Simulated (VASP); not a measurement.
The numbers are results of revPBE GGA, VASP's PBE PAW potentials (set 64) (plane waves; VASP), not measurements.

VASP ran on this input.

### KPOINTS
```
Automatic
0
Gamma
  9 9 9
```

### INCAR
```
! general
SYSTEM=SiC
PREC  =Accurate
ENCUT =520   ! plane-wave cut-off (eV)
LREAL =F
LASPH =T   ! aspherical one-centre terms

! electronic loop
EDIFF =1E-6   ! SCF stop (eV)
NELM  =100   ! most electronic steps
ALGO  =Normal   ! blocked Davidson

! smearing
ISMEAR=0
SIGMA =0.05   ! width (eV)

! functional
GGA   =RE   ! revPBE

! ions
IBRION=2
NSW   =60   ! most ionic steps
ISIF  =3   ! ions, shape and volume
EDIFFG=-0.01   ! ionic stop

! output
LWAVE =F
LCHARG=F
```

### POSCAR
```
SiC
1
    0.0000000000     2.1800000000     2.1800000000
    2.1800000000     0.0000000000     2.1800000000
    2.1800000000     2.1800000000     0.0000000000
Si C
1 1
Direct
  0.0000000000   0.0000000000   0.0000000000
  0.2500000000   0.2500000000   0.2500000000
```

POTCAR, in this order: Si C (PBE.64 set). Program: vasp_std.

Output of the run:

OUTCAR:
```
 ion  position               nearest neighbor table
   1  0.000  0.000  0.000-   2 1.89   2 1.89   2 1.89   2 1.89
   2  0.250  0.250  0.250-   1 1.89   1 1.89   1 1.89   1 1.89
  LATTYP: Found a face centered cubic cell.
 ALAT       =     4.3600000000
 Subroutine PRICEL returns:
 Original cell was already a primitive cell.
 Subroutine GETGRP returns: Found 24 space group operations
The static configuration has the point symmetry T_d .
The dynamic configuration has the point symmetry T_d .
 Subroutine INISYM returns: Found 24 space group operations
 Subroutine IBZKPT returns following result:
 Found     35 irreducible k-points:

 Following reciprocal coordinates:
            Coordinates               Weight
  0.000000  0.000000  0.000000      1.000000
  0.111111  0.000000  0.000000      8.000000
  0.222222  0.000000  0.000000      8.000000
  0.333333  0.000000  0.000000      8.000000
  0.444444  0.000000  0.000000      8.000000
  0.111111  0.111111  0.000000      6.000000
  0.222222  0.111111  0.000000     24.000000
  0.333333  0.111111  0.000000     24.000000
  0.444444  0.111111  0.000000     24.000000
 -0.444444  0.111111  0.000000     24.000000
 -0.333333  0.111111  0.000000     24.000000
 -0.222222  0.111111  0.000000     24.000000
 -0.111111  0.111111  0.000000     12.000000
  0.222222  0.222222  0.000000      6.000000
  0.333333  0.222222  0.000000     24.000000
  0.444444  0.222222  0.000000     24.000000
 -0.444444  0.222222  0.000000     24.000000
 -0.333333  0.222222  0.000000     24.000000
 -0.222222  0.222222  0.000000     12.000000
  0.333333  0.333333  0.000000      6.000000
  0.444444  0.333333  0.000000     24.000000
 -0.444444  0.333333  0.000000     24.000000
 -0.333333  0.333333  0.000000     12.000000
  0.444444  0.444444  0.000000      6.000000
...
```

### OSZICAR
```
       N       E                     dE             d eps       ncg     rms          rms(c)
DAV:   1     0.455405702254E+01    0.45541E+01   -0.40183E+03   584   0.825E+02
DAV:   2    -0.158945081951E+02   -0.20449E+02   -0.18486E+02   800   0.106E+02
DAV:   3    -0.162328716011E+02   -0.33836E+00   -0.33836E+00   672   0.168E+01
DAV:   4    -0.162339584367E+02   -0.10868E-02   -0.10868E-02   824   0.998E-01
DAV:   5    -0.162339605721E+02   -0.21354E-05   -0.21354E-05   712   0.258E-02    0.919E+00
DAV:   6    -0.144980104543E+02    0.17360E+01   -0.71831E+00   616   0.152E+01    0.424E+00
DAV:   7    -0.144465826482E+02    0.51428E-01   -0.36540E-01   864   0.423E+00    0.189E+00
DAV:   8    -0.144427592837E+02    0.38234E-02   -0.17369E-02   560   0.128E+00    0.176E-01
DAV:   9    -0.144432813502E+02   -0.52207E-03   -0.90052E-04   888   0.272E-01    0.124E-01
DAV:  10    -0.144434498314E+02   -0.16848E-03   -0.28101E-04   744   0.142E-01    0.196E-02
DAV:  11    -0.144434518765E+02   -0.20451E-05   -0.52793E-05   736   0.454E-02    0.461E-03
DAV:  12    -0.144434524021E+02   -0.52558E-06   -0.17116E-06   512   0.114E-02
   1 F= -.14443452E+02 E0= -.14443452E+02  d E =-.144435E+02
       N       E                     dE             d eps       ncg     rms          rms(c)
DAV:   1    -0.144558177052E+02   -0.12366E-01   -0.58603E-01   592   0.656E+00    0.863E-01
DAV:   2    -0.144458066334E+02    0.10011E-01   -0.26900E-02   720   0.106E+00    0.429E-01
DAV:   3    -0.144437871326E+02    0.20195E-02   -0.31923E-03   680   0.402E-01    0.115E-01
DAV:   4    -0.144434187651E+02    0.36837E-03   -0.50314E-04   608   0.139E-01    0.564E-02
DAV:   5    -0.144434099290E+02    0.88361E-05   -0.14095E-05   808   0.317E-02    0.295E-02
DAV:   6    -0.144434084686E+02    0.14604E-05   -0.17762E-06   608   0.111E-02    0.490E-03
DAV:   7    -0.144434087973E+02   -0.32873E-06   -0.16016E-07   304   0.279E-03
   2 F= -.14443409E+02 E0= -.14443409E+02  d E =0.436048E-04
       N       E                     dE             d eps       ncg     rms          rms(c)
DAV:   1    -0.144539900959E+02   -0.10582E-01   -0.15248E-01   592   0.340E+00    0.439E-01
DAV:   2    -0.144514550274E+02    0.25351E-02   -0.66427E-03   696   0.534E-01    0.217E-01
DAV:   3    -0.144509401113E+02    0.51492E-03   -0.86487E-04   696   0.209E-01    0.555E-02
DAV:   4    -0.144508563029E+02    0.83808E-04   -0.12573E-04   592   0.699E-02    0.298E-02
DAV:   5    -0.144508566502E+02   -0.34730E-06   -0.37943E-06   808   0.163E-02
   3 F= -.14450857E+02 E0= -.14450857E+02  d E =-.740425E-02
```

File OUTCAR:
```
------------------------ aborting loop because EDIFF is reached ----------------------------------------
  FORCE on cell =-STRESS in cart. coord.  units (eV):
  Direction    XX          YY          ZZ          XY          YZ          ZX
  --------------------------------------------------------------------------------------
  Total       -0.0000201     -0.0000201     -0.0000201      0.0000000      0.0000000      0.0000000
  in kB       -0.0015176     -0.0015176     -0.0015176      0.0000000      0.0000000      0.0000000
  external PRESSURE =      -0.0015176 kB  Pullay stress =       0.0000000 kB
  volume of cell :       21.21
      direct lattice vectors                 reciprocal lattice vectors
     0.000000000  2.196879497  2.196879497    -0.227595551  0.227595551  0.227595551
     2.196879497  0.000000000  2.196879497     0.227595551 -0.227595551  0.227595551
     2.196879497  2.196879497 -0.000000000     0.227595551  0.227595551 -0.227595551
  FREE ENERGIE OF THE ION-ELECTRON SYSTEM (eV)
  ---------------------------------------------------
  free  energy   TOTEN  =       -14.4508566502 eV

  energy  without entropy=      -14.4508566502  energy(sigma->0) =      -14.45085665

 reached required accuracy - stopping structural energy minimisation
```
(Selected blocks of OUTCAR.)

CONTCAR:
```
SiC
   1.00000000000000
     0.0000000000000000    2.1968794970577004    2.1968794970577004
     2.1968794970577004    0.0000000000000000    2.1968794970577004
     2.1968794970577004    2.1968794970577004   -0.0000000000000000
  Si              C
     1     1
Direct
     0.0000000000000000    0.0000000000000000    0.0000000000000000
     0.2500000000000000    0.2500000000000000    0.2500000000000000
```

Energy and stress use the plane-wave basis of the starting cell.

The compound is SiC in the zinc blende structure. This run relaxes it. Symmetry was kept, so distortions that lower it aren't found.
